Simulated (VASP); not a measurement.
A run of VASP 6.6.1 is set up as follows.

INCAR

```
SYSTEM = WAu
  PREC = Accurate
  ENCUT = 600
  EDIFF = 1E-7
  ISMEAR = 1
  SIGMA = 0.1
  LREAL = .False.
  LASPH = .True.
  NELM = 100
  ALGO = Normal
  ISIF = 3
  LWAVE = .False.
  LCHARG = .False.
  METAGGA = LAK
  LMIXTAU = .True.
  IBRION = 2
  NSW = 40
  EDIFFG = -0.02
```

Contents of KPOINTS:

```
Automatic mesh
0
Gamma
  8 8 8
  0 0 0
```

The input POSCAR:

```
WAu
1.0
    0.0000000000      2.9092100000      2.9092100000
    2.9092100000      0.0000000000      2.9092100000
    2.9092100000      2.9092100000      0.0000000000
W Au
1 1
Direct
    0.0000000000      0.0000000000      0.0000000000
    0.7500000000      0.7500000000      0.7500000000
```

Potentials or basis: VASP PAW PBE potentials, release 64 (W_sv, Au).

Launch:

```bash
$ cat potpaw_PBE.64/W_sv/POTCAR potpaw_PBE.64/Au/POTCAR > POTCAR
$ mpirun -np 1 vasp_std > vasp.out
```

Problem. Estimate the relaxed volume.

Solution. 25.25 Å³/atom.

Problem. What does it give for the space group after relaxing (to 0.05 Å)?

Solution. F-43m (No. 216).

Problem. What does it give for the relaxed cell?

Solution. a = 4.149 Å, b = 4.149 Å, c = 4.149 Å, α = 60.00°, β = 60.00°, γ = 60.00°.

Problem. Estimate the band gap on the k mesh.

Solution. None (metal or under the smearing width).

Step by step:
```tsv
step	energy change (eV)	largest force (eV/Å)	pressure (GPa)	volume (Å³)
1	0.0000	0.0000	3.12	49.24
2	0.0222	0.0000	-4.62	52.74
3	-0.0118	0.0000	-0.04	50.50
```

Caveat: the PAW data sets were made with another functional, which shifts forces and pressure a little. The run has no spin-orbit coupling, so splittings on Au, W are missing.
